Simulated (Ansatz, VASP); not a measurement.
# ZnS in two plane-wave programs, part 2 of 2

One calculation is typed for both programs; each brings its own data sets. How far apart do they land? The cell is taken from a series of runs on this material, whose earlier steps may have relaxed, scaled, displaced or heated it; both programs get it as it stands.

VASP 6.6.1 and Ansatz 0.2.0.

So far: The starting structure; Ansatz: zone-centre phonons, PBE.

## (3) VASP: zone-centre phonons, PBE

Level of this step: PBE; plane waves and PAW (S, Zn) (VASP).

The same cell, functional and mesh now go to VASP, with its own data sets.

Lines of VASP's logs that name or quote its potential files are left out, and so is its time.

File INCAR:

```
SYSTEM = ZnS
PREC = Accurate
ENCUT = 500
EDIFF = 1E-08
NELM = 120
ISMEAR = 0
SIGMA = 0.01
LREAL = .FALSE.
ALGO = Normal
GGA = PE
NBANDS = 15
LORBIT = 11
LWAVE = .FALSE.
LCHARG = .FALSE.
ISIF = 2
IBRION = 8
LEPSILON = .TRUE.
LASPH = .TRUE.
GGA_COMPAT = .FALSE.
EFERMI = MIDGAP
KPAR = 2
```

File POSCAR:

```
ZnS
1.0
    0.0000000000      2.7752136305      2.7752136305
    2.7752136305      0.0000000000      2.7752136305
    2.7752136305      2.7752136305      0.0000000000
S Zn
1 1
Direct
    0.0000000000      0.0000000000      0.0000000000
    0.7500000000      0.7500000000      0.7500000000
```

File KPOINTS:

```
Automatic mesh
0
Gamma
12 12 12
0 0 0
```

PAW data sets: S and Zn (PBE family, release 64).

Launch:

```console
> mpirun -np 2 vasp_std
```

Numbers of over 12 decimals in the logs are rounded to 6 here.

Output:

```text
[banner, memory and clock lines left out]
running    2 mpi-ranks, on    1 nodes
 distrk:  each k-point on    1 cores,    2 groups
 distr:  one band on    1 cores,    1 groups

 POSCAR found type information on POSCAR S Zn
 POSCAR found :  2 types and       2 ions
 LDA part: xc-table for (Slater+PW92), standard interpolation
 POSCAR, INCAR and KPOINTS ok, starting setup
 FFT: planning ... GRIDC
 FFT: planning ... GRID_SOFT
 FFT: planning ... GRID
 WAVECAR not read
 entering main loop
       N       E                     dE             d eps       ncg     rms          rms(c)
DAV:   1     0.797659383846E+02    0.79766E+02   -0.83359E+03  2160   0.134E+03
DAV:   2    -0.182619621761E+01   -0.81592E+02   -0.76276E+02  2370   0.256E+02
DAV:   3    -0.720064799738E+01   -0.53745E+01   -0.53457E+01  2783   0.625E+01
DAV:   4    -0.725667084067E+01   -0.56023E-01   -0.56005E-01  2580   0.678E+00
DAV:   5    -0.725735360699E+01   -0.68277E-03   -0.68275E-03  2895   0.710E-01    0.594E+00
DAV:   6    -0.684355569344E+01    0.41380E+00   -0.79468E-01  3269   0.307E+01    0.470E+00
DAV:   7    -0.682662011721E+01    0.16936E-01   -0.24137E-01  2461   0.447E+00    0.247E+00
DAV:   8    -0.682595154967E+01    0.66857E-03   -0.50077E-03  2497   0.667E-01    0.639E-01
DAV:   9    -0.682628641197E+01   -0.33486E-03   -0.10625E-03  2608   0.271E-01    0.109E-01
DAV:  10    -0.682645977502E+01   -0.17336E-03   -0.16451E-04  2412   0.148E-01    0.537E-02
DAV:  11    -0.682646498979E+01   -0.52148E-05   -0.38438E-05  2860   0.105E-01    0.583E-03
DAV:  12    -0.682646661862E+01   -0.16288E-05   -0.34566E-06  2413   0.248E-02    0.605E-03
DAV:  13    -0.682646670808E+01   -0.89460E-07   -0.72637E-07  2461   0.128E-02    0.115E-03
DAV:  14    -0.682646669201E+01    0.16076E-07   -0.98133E-08  2734   0.254E-03    0.528E-04
DAV:  15    -0.682646672202E+01   -0.30009E-07   -0.58008E-09  1927   0.800E-04    0.210E-04
DAV:  16    -0.682646672460E+01   -0.25852E-08   -0.47381E-10  1353   0.197E-04
   1 F= -.68264667E+01 E0= -.68264667E+01  d E =0.000000E+00
 Linear response reoptimize wavefunctions to high precision
DAV:   1    -0.682646672571E+01   -0.11064E-08   -0.87669E-11  1486   0.123E-04
DAV:   2    -0.682646672567E+01    0.43201E-10   -0.14663E-11  1206   0.327E-05
 Linear response G [H, r] |phi>, progress :
  Direction:   1
       N       E                     dE             d eps       ncg     rms
RMM:   1    -0.508314408732E+02   -0.50831E+02    0.98233E+01  3690   0.668E+01
RMM:   2    -0.504102541151E+02    0.42119E+00   -0.88735E+00  3797   0.232E+01
RMM:   3    -0.505969634287E+02   -0.18671E+00   -0.49499E-01  4096   0.532E+00
RMM:   4    -0.506049678413E+02   -0.80044E-02   -0.17656E-02  4154   0.103E+00
RMM:   5    -0.506050627353E+02   -0.94894E-04    0.21957E-04  4240   0.235E-01
RMM:   6    -0.506052493143E+02   -0.18658E-03   -0.26343E-04  4267   0.609E-02
RMM:   7    -0.506052237772E+02    0.25537E-04    0.97889E-05  4327   0.174E-02
RMM:   8    -0.506052371735E+02   -0.13396E-04   -0.23888E-05  4351   0.550E-03
RMM:   9    -0.506052334951E+02    0.36785E-05    0.45718E-05  4063   0.195E-03
RMM:  10    -0.506052354205E+02   -0.19255E-05   -0.26109E-05  3255   0.943E-04
RMM:  11    -0.506052354026E+02    0.17891E-07    0.10459E-05  2792   0.539E-04
RMM:  12    -0.506052355314E+02   -0.12875E-06    0.40992E-05  2479   0.456E-04
RMM:  13    -0.506052353793E+02    0.15208E-06    0.20026E-05  2282   0.430E-04
RMM:  14    -0.506052354873E+02   -0.10798E-06    0.15298E-05  2105   0.393E-04
RMM:  15    -0.506052351102E+02    0.37707E-06    0.84694E-06  1974   0.390E-04
RMM:  16    -0.506052351275E+02   -0.17241E-07   -0.21662E-06  1846   0.395E-04
 Linear response G [H, r] |phi>, progress :
  Direction:   2
       N       E                     dE             d eps       ncg     rms
RMM:   1    -0.520492567478E+02   -0.52049E+02    0.71229E+01  3695   0.651E+01
RMM:   2    -0.521741833225E+02   -0.12493E+00   -0.77879E+00  3760   0.218E+01
RMM:   3    -0.523108136691E+02   -0.13663E+00   -0.37754E-01  4060   0.472E+00
RMM:   4    -0.523179552121E+02   -0.71415E-02   -0.13503E-02  4173   0.924E-01
RMM:   5    -0.523180755703E+02   -0.12036E-03    0.93772E-05  4216   0.216E-01
RMM:   6    -0.523182365107E+02   -0.16094E-03   -0.24011E-04  4252   0.558E-02
RMM:   7    -0.523182106824E+02    0.25828E-04    0.95803E-05  4289   0.162E-02
RMM:   8    -0.523182206659E+02   -0.99836E-05    0.94567E-06  4300   0.540E-03
RMM:   9    -0.523182182372E+02    0.24288E-05    0.38107E-05  4014   0.206E-03
RMM:  10    -0.523182211670E+02   -0.29298E-05    0.10153E-04  3237   0.105E-03
RMM:  11    -0.523182209828E+02    0.18418E-06    0.88188E-05  2777   0.673E-04
RMM:  12    -0.523182214431E+02   -0.46023E-06    0.10122E-04  2422   0.568E-04
RMM:  13    -0.523182212669E+02    0.17613E-06    0.10277E-04  2267   0.514E-04
RMM:  14    -0.523182205613E+02    0.70560E-06    0.12135E-04  2130   0.508E-04
[...]
RMM:   2    -0.718888343516E+00   -0.40812E-01   -0.16609E-02  3890   0.848E-01
RMM:   3    -0.719224748432E+00   -0.33640E-03   -0.46398E-04  3921   0.147E-01
RMM:   4    -0.719233136911E+00   -0.83885E-05   -0.34215E-05  3975   0.295E-02
RMM:   5    -0.719233524276E+00   -0.38736E-06   -0.37430E-06  4017   0.767E-03
RMM:   6    -0.719233574048E+00   -0.49772E-07   -0.60802E-07  3990   0.232E-03
[...]
RMM:   7    -0.642558550216E+00   -0.13442E-02   -0.41628E-05 14607   0.320E-02    0.302E-03
RMM:   8    -0.642639877234E+00   -0.81327E-04   -0.38690E-06 15559   0.683E-03    0.204E-03
RMM:   9    -0.642623552504E+00    0.16325E-04   -0.10849E-06 15272   0.256E-03    0.605E-04
RMM:  10    -0.642632977439E+00   -0.94249E-05   -0.10839E-07 15850   0.557E-04    0.248E-04
RMM:  11    -0.642629214054E+00    0.37634E-05   -0.28657E-08 14378   0.394E-04    0.293E-05
RMM:  12    -0.642628746736E+00    0.46732E-06   -0.10979E-08 11189   0.816E-05    0.158E-05
RMM:  13    -0.642628893279E+00   -0.14654E-06    0.92907E-09  7496   0.402E-05    0.204E-06
 change of polarisation eV/A/(eV/A) component  1 :     1.182     0.221     0.136
 dielectric tensor                  component  1 :     6.004     0.935     0.575
 Linear response to external field, progress :
  Direction:   2
       N       E                     dE             d eps       ncg     rms          rms(c)
RMM:   1    -0.596790242450E+00   -0.59679E+00   -0.24224E+00 11908   0.363E+00
RMM:   2    -0.635007777501E+00   -0.38218E-01   -0.16176E-02 15281   0.819E-01    0.151E+00
RMM:   3    -0.604399983167E+00    0.30608E-01   -0.29860E-02 14676   0.875E-01    0.819E-01
RMM:   4    -0.623017601808E+00   -0.18618E-01   -0.21238E-02 14986   0.768E-01    0.224E-01
RMM:   5    -0.640463628221E+00   -0.17446E-01   -0.14166E-03 14445   0.233E-01    0.535E-02
RMM:   6    -0.641214483397E+00   -0.75086E-03   -0.19263E-04 15375   0.731E-02    0.268E-02
RMM:   7    -0.642558421215E+00   -0.13439E-02   -0.44616E-05 14608   0.320E-02    0.302E-03
RMM:   8    -0.642639456247E+00   -0.81035E-04   -0.39844E-06 15570   0.683E-03    0.203E-03
RMM:   9    -0.642623240450E+00    0.16216E-04   -0.11877E-06 15266   0.256E-03    0.605E-04
RMM:  10    -0.642632651409E+00   -0.94110E-05   -0.21777E-07 15854   0.557E-04    0.248E-04
RMM:  11    -0.642628870930E+00    0.37805E-05   -0.55322E-08 14376   0.394E-04    0.295E-05
RMM:  12    -0.642628404087E+00    0.46684E-06    0.16657E-08 11167   0.817E-05    0.158E-05
RMM:  13    -0.642628550166E+00   -0.14608E-06   -0.15283E-08  7532   0.402E-05    0.210E-06
 change of polarisation eV/A/(eV/A) component  2 :     0.187     1.182     0.112
 dielectric tensor                  component  2 :     0.790     6.004     0.473
 Linear response to external field, progress :
  Direction:   3
       N       E                     dE             d eps       ncg     rms          rms(c)
RMM:   1    -0.596527716913E+00   -0.59653E+00   -0.24197E+00 11906   0.363E+00
RMM:   2    -0.635014917152E+00   -0.38487E-01   -0.16203E-02 15277   0.819E-01    0.151E+00
RMM:   3    -0.604402150078E+00    0.30613E-01   -0.29832E-02 14665   0.875E-01    0.819E-01
RMM:   4    -0.623020660959E+00   -0.18619E-01   -0.21238E-02 14975   0.768E-01    0.224E-01
RMM:   5    -0.640461535812E+00   -0.17441E-01   -0.14168E-03 14439   0.233E-01    0.535E-02
RMM:   6    -0.641216026950E+00   -0.75449E-03   -0.19320E-04 15371   0.731E-02    0.268E-02
RMM:   7    -0.642558538224E+00   -0.13425E-02   -0.44718E-05 14609   0.320E-02    0.302E-03
RMM:   8    -0.642639483611E+00   -0.80945E-04   -0.39946E-06 15562   0.683E-03    0.204E-03
RMM:   9    -0.642623211241E+00    0.16272E-04   -0.11902E-06 15264   0.256E-03    0.605E-04
RMM:  10    -0.642632659649E+00   -0.94484E-05   -0.20882E-07 15857   0.557E-04    0.248E-04
RMM:  11    -0.642628875929E+00    0.37837E-05   -0.71104E-08 14382   0.394E-04    0.297E-05
RMM:  12    -0.642628416165E+00    0.45976E-06   -0.39498E-08 11176   0.817E-05    0.158E-05
RMM:  13    -0.642628560764E+00   -0.14460E-06   -0.14914E-09  7497   0.402E-05    0.209E-06
 change of polarisation eV/A/(eV/A) component  3 :     0.153     0.203     1.182
 dielectric tensor                  component  3 :     0.650     0.860     6.004
 Linear response DOF=           2
 Linear response progress:
  Degree of freedom:   1/  2
       N       E                     dE             d eps       ncg     rms          rms(c)
RMM:   1    -0.107168301110E+00   -0.10717E+00    0.47292E-02 21006   0.210E+00
RMM:   2    -0.105056790756E+00    0.21115E-02   -0.44820E-03 13622   0.579E-01    0.149E-01
RMM:   3    -0.105459707930E+00   -0.40292E-03   -0.24422E-04 14462   0.122E-01    0.736E-02
RMM:   4    -0.105919136950E+00   -0.45943E-03   -0.41688E-05 14752   0.474E-02    0.150E-02
RMM:   5    -0.105968682504E+00   -0.49546E-04   -0.19030E-06 15228   0.131E-02    0.915E-03
RMM:   6    -0.105955505803E+00    0.13177E-04    0.19440E-07 14908   0.355E-03    0.469E-03
RMM:   7    -0.105959367267E+00   -0.38615E-05   -0.13078E-07 14254   0.148E-03    0.245E-04
RMM:   8    -0.105958755418E+00    0.61185E-06    0.25463E-09 15547   0.335E-04    0.696E-05
RMM:   9    -0.105958191146E+00    0.56427E-06    0.35282E-09 14502   0.155E-04    0.570E-05
RMM:  10    -0.105958496105E+00   -0.30496E-06    0.70553E-10 15428   0.469E-05    0.174E-05
RMM:  11    -0.105958569387E+00   -0.73282E-07   -0.10028E-09 15384   0.181E-05    0.812E-06
RMM:  12    -0.105958561468E+00    0.79190E-08    0.57746E-09 13915   0.426E-06    0.783E-07
 first order change of Fermi-energy   0.32484E+00
 force on displaced ion       1 direction 1 :  -4.345  -0.000  -0.000
 Born effective charge ion    1 direction 1 :  -2.111   0.000   0.000
 Linear response progress:
  Degree of freedom:   2/  2
       N       E                     dE             d eps       ncg     rms          rms(c)
RMM:   1    -0.211651490018E+00   -0.21165E+00   -0.17125E-02 11804   0.199E+00
RMM:   2    -0.210095686782E+00    0.15558E-02   -0.25007E-03 13466   0.370E-01    0.102E-01
RMM:   3    -0.209751756267E+00    0.34393E-03   -0.42805E-05 15768   0.558E-02    0.601E-02
RMM:   4    -0.209267561129E+00    0.48420E-03   -0.13697E-05 15393   0.293E-02    0.279E-03
RMM:   5    -0.209250111342E+00    0.17450E-04    0.21381E-07 16329   0.413E-03    0.170E-03
RMM:   6    -0.209249779046E+00    0.33230E-06   -0.20510E-07 15647   0.260E-03    0.311E-04
RMM:   7    -0.209249991141E+00   -0.21209E-06    0.54584E-08 16675   0.372E-04    0.105E-04
RMM:   8    -0.209249779124E+00    0.21202E-06   -0.32577E-09 15892   0.224E-04    0.330E-05
RMM:   9    -0.209249777325E+00    0.17987E-08    0.45947E-09 16823   0.655E-05    0.519E-06
 first order change of Fermi-energy  -0.32461E+00
 force on displaced ion       2 direction 1 :  -4.300   0.000   0.000
 Born effective charge ion    2 direction 1 :   2.110   0.000   0.000
 Born effective charges drift removed
 Linear response finished
```

OUTCAR, selected parts (step 3):

```text
ion  position               nearest neighbor table
   1  0.000  0.000  0.000-   2 2.40   2 2.40   2 2.40   2 2.40
   2  0.750  0.750  0.750-   1 2.40   1 2.40   1 2.40   1 2.40

  LATTYP: Found a face centered cubic cell.
 ALAT       =     5.5504272610

 Subroutine GETGRP returns: Found 24 space group operations
 (whereof 24 operations were pure point group operations)

The static configuration has the point symmetry T_d .

 Found     72 irreducible k-points:

   k-points           NKPTS =     72   k-points in BZ     NKDIM =     72   number of bands    NBANDS=     15

   dimension x,y,z NGX =    30 NGY =   30 NGZ =   30
   dimension x,y,z NGXF=    60 NGYF=   60 NGZF=   60

   ENCUT  =  500.0 eV  36.75 Ry    6.06 a.u.   7.16  7.16  7.16*2*pi/ulx,y,z

   NELECT =      18.0000    total number of electrons

 k-points in reciprocal lattice and weights: Automatic mesh
   0.00000000  0.00000000  0.00000000       0.001
   0.08333333  0.00000000  0.00000000       0.005
   0.16666667  0.00000000  0.00000000       0.005
   0.25000000  0.00000000  0.00000000       0.005
   0.33333333  0.00000000  0.00000000       0.005
   0.41666667  0.00000000  0.00000000       0.005
   0.50000000  0.00000000  0.00000000       0.002
   0.08333333  0.08333333  0.00000000       0.003
   0.16666667  0.08333333  0.00000000       0.014
[...]
-0.33333333  0.50000000  0.16666667       0.007
  -0.25000000  0.50000000  0.25000000       0.003

 average (electrostatic) potential at core
       1 -89.1251       2 -36.8053

  Total       -0.9211372     -0.9211372     -0.9211372      0.0000000      0.0000000      0.0000000
  in kB      -34.5235653    -34.5235653    -34.5235653      0.0000000      0.0000000      0.0000000
  external PRESSURE =     -34.5235653 kB  Pullay stress =       0.0000000 kB

  energy-cutoff  :      500.00
  volume of cell :       42.75
      direct lattice vectors                 reciprocal lattice vectors
     0.000000000  2.775213631  2.775213631    -0.180166310  0.180166310  0.180166310
     2.775213631  0.000000000  2.775213631     0.180166310 -0.180166310  0.180166310
     2.775213631  2.775213631  0.000000000     0.180166310  0.180166310 -0.180166310

 POSITION                                       TOTAL-FORCE (eV/Angst)
 -----------------------------------------------------------------------------------
      0.00000      0.00000      0.00000         0.000000      0.000000      0.000000
      4.16282      4.16282      4.16282        -0.000000     -0.000000     -0.000000
 -----------------------------------------------------------------------------------
    total drift:                               -0.000000     -0.000000      0.000000

 MACROSCOPIC STATIC DIELECTRIC TENSOR (including local field effects in DFT)
 ------------------------------------------------------
           6.004368     0.000000     0.000000
          -0.000000     6.004368    -0.000000
          -0.000000     0.000000     6.004368
 ------------------------------------------------------

 PIEZOELECTRIC TENSOR (including local field effects)  for field in x, y, z        (C/m^2)
          XX          YY          ZZ          XY          YZ          ZX
  --------------------------------------------------------------------------------
  x    -0.00000    -0.00000     0.00000     0.00000    -0.70314     0.00000
  y     0.00000     0.00000     0.00000     0.00000    -0.00000    -0.70314
  z    -0.00000     0.00000     0.00000    -0.70314     0.00000     0.00000

 BORN EFFECTIVE CHARGES (including local field effects) (in |e|, cummulative output)
 ---------------------------------------------------------------------------------
 ion    1
    1    -2.11009     0.00000     0.00000
    2     0.00000    -2.11009    -0.00000
    3     0.00000    -0.00000    -2.11009
 ion    2
    1     2.11009     0.00000     0.00000
    2    -0.00000     2.11009     0.00000
    3     0.00000     0.00000     2.11009

 Eigenvectors and eigenvalues of the dynamical matrix
 ----------------------------------------------------

   1 f  =    7.013741 THz    44.068633 2PiTHz  233.953209 cm-1    29.006488 meV
             X         Y         Z           dx          dy          dz
      0.000000  0.000000  0.000000     0.000000    0.820532    0.000000
      4.162820  4.162820  4.162820     0.000000   -0.571601    0.000000

   2 f  =    7.013741 THz    44.068633 2PiTHz  233.953209 cm-1    29.006488 meV
             X         Y         Z           dx          dy          dz
      0.000000  0.000000  0.000000     0.820532    0.000000    0.000000
      4.162820  4.162820  4.162820    -0.571601    0.000000    0.000000

   3 f  =    7.013741 THz    44.068633 2PiTHz  233.953209 cm-1    29.006488 meV
             X         Y         Z           dx          dy          dz
      0.000000  0.000000  0.000000     0.000000    0.000000    0.820532
      4.162820  4.162820  4.162820     0.000000    0.000000   -0.571601

   4 f/i=    0.017206 THz     0.108108 2PiTHz    0.573925 cm-1     0.071158 meV
             X         Y         Z           dx          dy          dz
      0.000000  0.000000  0.000000    -0.571601    0.000000    0.000000
      4.162820  4.162820  4.162820    -0.820532    0.000000    0.000000

   5 f/i=    0.017206 THz     0.108108 2PiTHz    0.573925 cm-1     0.071158 meV
             X         Y         Z           dx          dy          dz
      0.000000  0.000000  0.000000     0.000000   -0.571601    0.000000
      4.162820  4.162820  4.162820     0.000000   -0.820532    0.000000

   6 f/i=    0.017206 THz     0.108108 2PiTHz    0.573925 cm-1     0.071158 meV
             X         Y         Z           dx          dy          dz
      0.000000  0.000000  0.000000     0.000000    0.000000   -0.571601
      4.162820  4.162820  4.162820     0.000000    0.000000   -0.820532

 MACROSCOPIC STATIC DIELECTRIC TENSOR IONIC CONTRIBUTION
 ------------------------------------------------------
           4.359887    -0.000000    -0.000000
          -0.000000     4.359887     0.000000
          -0.000000     0.000000     4.359887
 ------------------------------------------------------

 ELASTIC MODULI CONTR FROM IONIC RELAXATION (kBar)
 Direction    XX          YY          ZZ          XY          YZ          ZX
 --------------------------------------------------------------------------------
 XX          -0.0000     -0.0000      0.0000     -0.0000      0.0000     -0.0000
 YY          -0.0000     -0.0000      0.0000     -0.0000      0.0000     -0.0000
 ZZ           0.0000      0.0000     -0.0000      0.0000     -0.0000      0.0000
 XY          -0.0000     -0.0000      0.0000    -74.3005      0.0000     -0.0000
 YZ           0.0000      0.0000     -0.0000      0.0000    -74.3005      0.0000
 ZX          -0.0000     -0.0000      0.0000     -0.0000      0.0000    -74.3005
 --------------------------------------------------------------------------------

 PIEZOELECTRIC TENSOR IONIC CONTR  for field in x, y, z        (C/m^2)
          XX          YY          ZZ          XY          YZ          ZX
  --------------------------------------------------------------------------------
  x    -0.00000    -0.00000     0.00000    -0.00000     0.53556    -0.00000
  y     0.00000     0.00000    -0.00000     0.00000    -0.00000     0.53556
  z     0.00000     0.00000    -0.00000     0.53556    -0.00000     0.00000
```

## (4) Differences

Known differences besides the potentials themselves: fixed occupations in Ansatz, narrow Gaussian smearing in VASP; VASP's response is taken on the typed mesh, Ansatz refines its own for the field response alone; the cutoff is 420 eV in Ansatz and 500 eV in VASP. Total energies have different zeros and are not compared.

The two programs side by side:

```csv
quantity,Ansatz,VASP,difference
ε∞ xx,6.00,6.00,+0.01 %
ε∞ yy,6.00,6.00,+0.01 %
ε∞ zz,6.00,6.00,+0.01 %
Born charge of S1 (mean of the diagonal) (e),-2.09,-2.11,+0.02
Born charge of Zn2 (mean of the diagonal) (e),2.09,2.11,-0.02
optical mode 1 to 3 (cm⁻¹),233.5,234.0,-0.21 %
```

Modes are paired by rising frequency, not by their patterns, so a pair may set unlike modes beside each other; they are those without the splitting of longitudinal modes.

## (5) Summary of results

```json
{
 "r.m.s. difference of the optical zone-centre modes, each program's sorted by frequency (zone-centre phonons, PBE)": "0.48 cm⁻¹"
}
```

In words: The r.m.s. difference of the optical zone-centre modes, each program's sorted by frequency is 0.48 cm⁻¹ (zone-centre phonons, PBE). Such differences can come from data sets, numerical settings and the points named under the comparisons, not from the functional's error against experiment.

[Lines on the potential files, build, host, timing and source positions are cut from VASP's logs without a mark.]

[Logs are printed without paths, hosts, clocks, repeated set-up lines and the standing remarks that a program may print on its own settings, such as how far it seeks lower states.]

[Hosts, paths, dates, database ids (printed as entryN), source tags and the programs' standing remarks are cut or masked in the printed files.]
